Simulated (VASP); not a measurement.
# Sb2Te4O (C2/m) in VASP: single point with PBE

Aim: the single point of Sb2Te4O with PBE.

Everything below comes from runs of VASP 6.6.1. Logs are shortened: lines on timing, memory, paths and dates and some standing lists are left out, and cuts for length are marked.

## 1. The structure

It takes space group C2/m (No. 12, monoclinic). The conventional cell has a = 9.006 Å, b = 4.179 Å, c = 13.385 Å, α = 90.00°, β = 107.73°, γ = 90.00°. Around Sb (site symmetry m) lie 1 O at 1.98 Å. Te (site symmetry m) is surrounded by 2 Sb at 2.88 Å. Te (site symmetry m) has 2 Te at 2.85 Å as nearest neighbours. O (site symmetry 2/m) has 2 Sb at 1.98 Å as nearest neighbours.

The cell was built by a generator and needn't be a form met in nature.

## 2. Single point, PBE

Input file INCAR:

```
ALGO = Fast ; EDIFF = 1E-5
ENCUT = 520 ; GGA = PE
ISIF = 2 ; ISMEAR = 0
LASPH = True ; LCHARG = False
LREAL = Auto ; LWAVE = False
NBANDS = 53 ; NELM = 80
PREC = Normal ; SIGMA = 0.15
```

Input file KPOINTS:

```
k-points
0
Gamma
  6 3 2
```

Input file POSCAR:

```
Sb2Te4O
1.0
    4.5030770000     -2.0895100000      0.0000000000
    9.0061540000      4.1790200000      0.0000000000
   -4.0770480000      0.0000000000     12.7489980000
Sb Te O
4 8 2
Direct
    0.8687340000      0.4343670000      0.0944610000
    0.8687340000      0.9343670000      0.0944610000
    0.1312660000      0.0656330000      0.9055390000
    0.1312660000      0.5656330000      0.9055390000
    0.5180190000      0.2590095000      0.2384530000
    0.5180190000      0.7590095000      0.2384530000
    0.4819810000      0.2409905000      0.7615470000
    0.4819810000      0.7409905000      0.7615470000
    0.7391580000      0.3695790000      0.5696420000
    0.7391580000      0.8695790000      0.5696420000
    0.2608420000      0.1304210000      0.4303580000
    0.2608420000      0.6304210000      0.4303580000
    0.0000000000      0.0000000000      0.0000000000
    0.0000000000      0.5000000000      0.0000000000
```

Potentials or basis: VASP PAW PBE potentials, release 64 (Sb, Te, O).

Command:

```
cat potpaw_PBE.64/Sb/POTCAR potpaw_PBE.64/Te/POTCAR potpaw_PBE.64/O/POTCAR > POTCAR
mpirun -np 1 vasp_std > vasp.out
```

OUTCAR:

```text
EDIFF = 1E-5
   ENCUT = 520
   GGA = PE
   ISIF = 2
   ISMEAR = 0
   LASPH = True
   LREAL = Auto
   NELM = 80
   PREC = Normal

 ion  position               nearest neighbor table
   1  0.869  0.434  0.094-  14 1.98   6 2.88   5 2.88   3 3.47   4 3.47
   2  0.869  0.934  0.094-  13 1.98   5 2.88   6 2.88   4 3.47   3 3.47
   3  0.131  0.066  0.906-  13 1.98   8 2.88   7 2.88   1 3.47   2 3.47
   4  0.131  0.566  0.906-  14 1.98   7 2.88   8 2.88   2 3.47   1 3.47
   5  0.518  0.259  0.238-   2 2.88   1 2.88  11 3.51  12 3.51
   6  0.518  0.759  0.238-   1 2.88   2 2.88  12 3.51  11 3.51
   7  0.482  0.241  0.762-   4 2.88   3 2.88   9 3.51  10 3.51
   8  0.482  0.741  0.762-   3 2.88   4 2.88  10 3.51   9 3.51
   9  0.739  0.370  0.570-  11 2.85  12 2.85   7 3.51   8 3.51
  10  0.739  0.870  0.570-  12 2.85  11 2.85   8 3.51   7 3.51
  11  0.261  0.130  0.430-  10 2.85   9 2.85   5 3.51   6 3.51
  12  0.261  0.630  0.430-   9 2.85  10 2.85   6 3.51   5 3.51
  13  0.000  0.000  0.000-   2 1.98   3 1.98
  14  0.000  0.500  0.000-   1 1.98   4 1.98

  LATTYP: Found a triclinic cell.
 ALAT       =     7.7183010325
 B/A-ratio  =     2.0445230119
 C/A-ratio  =     0.6431788041
 COS(alpha) =     0.0114256669
 COS(beta)  =     0.1873794041
 COS(gamma) =     0.5809016220

  Lattice vectors:

 A1 = (  -4.5030770000,  -6.2685300000,   0.0000000000)
 A2 = (  -4.0770480000,  -8.3580400000,  12.7489980000)
 A3 = (  -4.5030770000,   2.0895100000,   0.0000000000)

Analysis of symmetry for initial positions (statically):
=====================================================================
 Subroutine PRICEL returns following result:

  LATTYP: Found a base centered monoclinic cell.
 ALAT       =     9.0061540000
 B/A-ratio  =     0.4640182702
 C/A-ratio  =     1.4862103236
 COS(beta)  =    -0.3045973930

  Lattice vectors:

 A1 = (   4.5030770000,  -2.0895100000,   0.0000000000)
 A2 = (   4.5030770000,   2.0895100000,   0.0000000000)
 A3 = (  -4.0770480000,   0.0000000000,  12.7489980000)

   2 primitive cells build up your supercell.

 Routine SETGRP: Setting up the symmetry group for a
 triclinic supercell.

 Subroutine GETGRP returns: Found  2 space group operations
 (whereof  2 operations were pure point group operations)
 out of a pool of  2 trial point group operations.

The static configuration has the point symmetry S_2 .

Analysis of symmetry for dynamics (positions and initial velocities):
=====================================================================
 Subroutine PRICEL returns following result:

  LATTYP: Found a base centered monoclinic cell.
 ALAT       =     9.0061540000
 B/A-ratio  =     0.4640182702
 C/A-ratio  =     1.4862103236
 COS(beta)  =    -0.3045973930

  Lattice vectors:

 A1 = (   4.5030770000,  -2.0895100000,   0.0000000000)
 A2 = (   4.5030770000,   2.0895100000,   0.0000000000)
 A3 = (  -4.0770480000,   0.0000000000,  12.7489980000)

   2 primitive cells build up your supercell.

 Routine SETGRP: Setting up the symmetry group for a
 triclinic supercell.

 Subroutine GETGRP returns: Found  2 space group operations
 (whereof  2 operations were pure point group operations)
 out of a pool of  2 trial point group operations.

The dynamic configuration has the point symmetry S_2 .

 Subroutine INISYM returns: Found  2 space group operations
 (whereof  2 operations are pure point group operations),
 and found     2 'primitive' translations

----------------------------------------------------------------------------------------

                                     Primitive cell

  volume of cell :     239.9164

  direct lattice vectors                    reciprocal lattice vectors
     4.503077000 -2.089510000  0.000000000     0.111035188 -0.239290551  0.035508343
     4.503077000  2.089510000  0.000000000     0.111035188  0.239290551  0.035508343
    -4.077048000  0.000000000 12.748998000     0.000000000  0.000000000  0.078437537

  length of vectors
     4.964247628  4.964247628 13.385039051     0.266175925  0.266175925  0.078437537

  position of ions in fractional coordinates (direct lattice)
     0.868734000  0.868734000  0.094461000
     0.131266000  0.131266000  0.905539000
     0.518019000  0.518019000  0.238453000
     0.481981000  0.481981000  0.761547000
     0.739158000  0.739158000  0.569642000
     0.260842000  0.260842000  0.430358000
     0.000000000  0.000000000  0.000000000

  ion indices of the primitive-cell ions
   primitive index   ion index
                 1           1
                 2           4
                 3           5
                 4           7
                 5           9
                 6          12
                 7          14

----------------------------------------------------------------------------------------

 KPOINTS: k-points

Automatic generation of k-mesh.
 Grid dimensions read from file:
 generate k-points for:    6    3    2

 Generating k-lattice:

  Cartesian coordinates                     Fractional coordinates (reciprocal lattice)
     0.018505865 -0.039881759  0.005918057     0.166666667  0.000000000  0.000000000
     0.018505865  0.039881759  0.005918057     0.000000000  0.333333333  0.000000000
     0.000000000  0.000000000  0.039218768     0.000000000  0.000000000  0.500000000

  Length of vectors
     0.044362654  0.044362654  0.039218768

  Shift w.r.t. Gamma in fractional coordinates (k-lattice)
     0.000000000  0.000000000  0.000000000

 -----------------------------------------------------------------------------
|                                                                             |
|           W    W    AA    RRRRR   N    N  II  N    N   GGGG   !!!           |
|           W    W   A  A   R    R  NN   N  II  NN   N  G    G  !!!           |
|           W    W  A    A  R    R  N N  N  II  N N  N  G       !!!           |
|           W WW W  AAAAAA  RRRRR   N  N N  II  N  N N  G  GGG   !            |
|           WW  WW  A    A  R   R   N   NN  II  N   NN  G    G                |
|           W    W  A    A  R    R  N    N  II  N    N   GGGG   !!!           |
|                                                                             |
|     Your reciprocal lattice and k-lattice belong to different lattice       |
|     classes:                                                                |
|                                                                             |
|        The reciprocal lattice is triclinic,                                 |
|        whereas your k-lattice is base-centered monoclinic.                  |
|                                                                             |
|     Results are often still useful ...                                      |
|                                                                             |
 -----------------------------------------------------------------------------

 Subroutine IBZKPT returns following result:
 ===========================================

 Found     20 irreducible k-points:

 Following reciprocal coordinates:
            Coordinates               Weight
  0.000000  0.000000  0.000000      1.000000
  0.166667  0.000000  0.000000      2.000000
  0.333333 -0.000000  0.000000      2.000000
  0.500000  0.000000  0.000000      1.000000
 -0.000000  0.333333  0.000000      2.000000
  0.166667  0.333333  0.000000      2.000000
[... 12 lines left out ...]
 -0.333333  0.333333  0.500000      2.000000
 -0.166667  0.333333  0.500000      2.000000
   k-points           NKPTS =     20   k-points in BZ     NKDIM =     20   number of bands    NBANDS=     53
   number of dos      NEDOS =    301   number of ions     NIONS =     14
   total plane-waves  NPLWV = 125440
   dimension x,y,z NGX =    28 NGY =   56 NGZ =   80
   dimension x,y,z NGXF=    56 NGYF=  112 NGZF=  160
   ions per type =               4   8   2
   NGX,Y,Z   is equivalent  to a cutoff of   9.38,  9.38,  9.94 a.u.
   NGXF,Y,Z  is equivalent  to a cutoff of  18.75, 18.75, 19.87 a.u.
 SYSTEM =  unknown system
   PREC   = normal    normal or accurate (medium, high low for compatibility)
   ISTART =      0    job   : 0-new  1-cont  2-samecut
   ICHARG =      2    charge: 1-file 2-atom 10-const
   ISPIN  =      1    spin polarized calculation?
   LNONCOLLINEAR =      F non collinear calculations
   LSORBIT =      F    spin-orbit coupling
   LASPH  =      T    aspherical Exc in radial PAW
   ENCUT  =  520.0 eV  38.22 Ry    6.18 a.u.   9.23 18.46 24.89*2*pi/ulx,y,z
   NELM   =     80;   NELMIN=  2; NELMDL= -5     # of ELM steps
   EDIFF  = 0.1E-04   stopping-criterion for ELM
   LREAL  =      T    real-space projection
   EDIFFG = 0.1E-03   stopping-criterion for IOM
   NSW    =      0    number of steps for IOM
   IBRION =     -1    ionic relax: 0-MD 1-quasi-New 2-CG
   NFREE  =      0    steps in history (QN), initial steepest desc. (CG)
   ISIF   =      2    stress and relaxation
   ISYM   =      2    0-nonsym 1-usesym 2-fastsym
   POTIM  = 0.5000    time-step for ionic-motion
   TEBEG  =    0.0;   TEEND  =   0.0 temperature during run
   PSTRESS=    0.0 pullay stress
   NELECT =      80.0000    total number of electrons
   NUPDOWN=      -1.0000    fix difference up-down
   EMIN   =  10.00;   EMAX   =-10.00  energy-range for DOS
   EFERMI =   0.00;   METHOD = LEGACY
   ISMEAR =     0;   SIGMA  =   0.15  broadening in eV -4-tet -1-fermi 0-gaus
   EFERMI_NEDOS =   21; number of points for ismear=-14 and -15
   IALGO  =     68    algorithm
   IMIX   =      4    mixing-type and parameters
     AMIX     =   0.40;   BMIX     =  1.00
     AMIX_MAG =   1.60;   BMIX_MAG =  1.00
  volume/ion in A,a.u.               =      34.27       231.29
  Fermi-wavevector in a.u.,A,eV,Ry     =   0.901035  1.702709 11.046075  0.811864
  Thomas-Fermi vector in A             =   2.024066
   LORBIT       =      0    0 simple, 1 ext, 2 COOP (PROOUT), +10 PAW based schemes
   GGA     = PE    functional components
   LHFCALC =     F    Hartree Fock is set to
   AEXX    =    0.0000 exact exchange contribution
   IVDW    =     0    specifies the selected vdW correction
   LEPSILON=     F    determine dielectric tensor
   LRPA    =     F    only Hartree local field effects (RPA)
 non-spin polarized calculation
 RMM-DIIS sequential band-by-band and
 Gauss-broadening in eV      SIGMA  =   0.15
  energy-cutoff  :      520.00
  volume of cell :      479.83
 maximum number of plane-waves:     12946
   NGX = 19   NGY = 37   NGZ = 49

 number of electron      80.0000007 magnetization

 Free energy of the ion-electron system (eV)
  ---------------------------------------------------
  ext. energy  EPLUGINS =         0.00000000
  ---------------------------------------------------
  free energy    TOTEN  =       -54.23631083 eV

  energy without entropy =      -54.21206245  energy(sigma->0) =      -54.22418664

 E-fermi :   4.6811     XC(G=0):  -8.4302

 val. band max:        4.6297396615   @ k =   0.5000   0.0000   0.0000
 cond. band min:       4.7382142385   @ k =   0.0000   0.0000   0.5000
 fundamental gap:      0.1084745770
 Fermi energy:         4.6811154296

 k-point     1 :       0.0000    0.0000    0.0000
  band No.  band energies     occupation
      1     -14.4884      2.00000
      2     -14.4302      2.00000
      3      -8.5549      2.00000
      4      -7.6836      2.00000
      5      -7.2360      2.00000
      6      -6.8318      2.00000
[... 44 lines left out ...]
     51       6.6127      0.00000
     52       7.6572      0.00000
[... 1043 lines left out ...]
     51       7.5076      0.00000
     52       7.6336      0.00000
 [bands above 52 left out]

------------------------ aborting loop because EDIFF is reached ----------------------------------------

  FORCE on cell =-STRESS in cart. coord.  units (eV):
  Direction    XX          YY          ZZ          XY          YZ          ZX
  --------------------------------------------------------------------------------------
  -------------------------------------------------------------------------------------
  Total        0.0775435      0.0752873     -0.3240897     -0.0000325     -0.0000719     -0.0353403
  in kB        0.2589202      0.2513867     -1.0821462     -0.0001086     -0.0002400     -0.1180024
  external PRESSURE =      -0.1906131 kB  Pullay stress =       0.0000000 kB

 VOLUME and BASIS-vectors are now :
 -----------------------------------------------------------------------------
  energy-cutoff  :      520.00
  volume of cell :      479.83
      direct lattice vectors                 reciprocal lattice vectors
     4.503077000 -2.089510000  0.000000000     0.111035188 -0.239290551  0.035508343
     9.006154000  4.179020000  0.000000000     0.055517594  0.119645276  0.017754171
    -4.077048000  0.000000000 12.748998000     0.000000000  0.000000000  0.078437537

 POSITION                                       TOTAL-FORCE (eV/Angst)
 -----------------------------------------------------------------------------------
      7.43883      0.00000      1.20428         0.011544     -0.000002      0.023672
     11.94191      2.08951      1.20428         0.011544     -0.000002      0.023672
     -2.50972      0.00000     11.54471        -0.011544      0.000002     -0.023672
      1.99335      2.08951     11.54471        -0.011544      0.000002     -0.023672
      3.69317     -0.00000      3.04004         0.006664     -0.000023     -0.030442
      8.19625      2.08951      3.04004         0.006664     -0.000023     -0.030442
      1.23593      0.00000      9.70896        -0.006664      0.000023      0.030442
      5.73901      2.08951      9.70896        -0.006664      0.000023      0.030442
      4.33451      0.00000      7.26236         0.014324     -0.000013     -0.068839
      8.83759      2.08951      7.26236         0.014324     -0.000013     -0.068839
      0.59459      0.00000      5.48663        -0.014324      0.000013      0.068839
      5.09767      2.08951      5.48663        -0.014324      0.000013      0.068839
      0.00000      0.00000      0.00000         0.000000      0.000000     -0.000000
      4.50308      2.08951      0.00000        -0.000000     -0.000000     -0.000000
 -----------------------------------------------------------------------------------
    total drift:                               -0.000000      0.000000      0.000000

  FREE ENERGIE OF THE ION-ELECTRON SYSTEM (eV)
  ---------------------------------------------------
  free  energy   TOTEN  =       -54.2363108322 eV

  energy  without entropy=      -54.2120624470  energy(sigma->0) =      -54.22418664
```

Run time: 5.2 min. Hardware: 1 thread of Intel Xeon Platinum 8259CL at 2.50GHz (Skylake/Cascade Lake), shared host; peak memory 0.55 GiB.

What came out:

```
Free energy            : -54.2363 eV
Pressure               : 0.0 GPa
Largest force          : 0.070 eV/Å
Band gap on the k mesh : none (metal or under the smearing width)
```

Forces on the atoms (eV/Å):
```
Sb   0.012  0.000  0.024
Sb   0.012  0.000  0.024
Sb  -0.012  0.000 -0.024
Sb  -0.012  0.000 -0.024
Te   0.007  0.000 -0.030
Te   0.007  0.000 -0.030
Te  -0.007  0.000  0.030
Te  -0.007  0.000  0.030
Te   0.014  0.000 -0.069
Te   0.014  0.000 -0.069
Te  -0.014  0.000  0.069
Te  -0.014  0.000  0.069
O    0.000  0.000  0.000
O    0.000  0.000  0.000
```

Stress tensor (GPa, compression positive):
```
 0.03  0.00 -0.01
 0.00  0.03  0.00
-0.01  0.00 -0.11
```
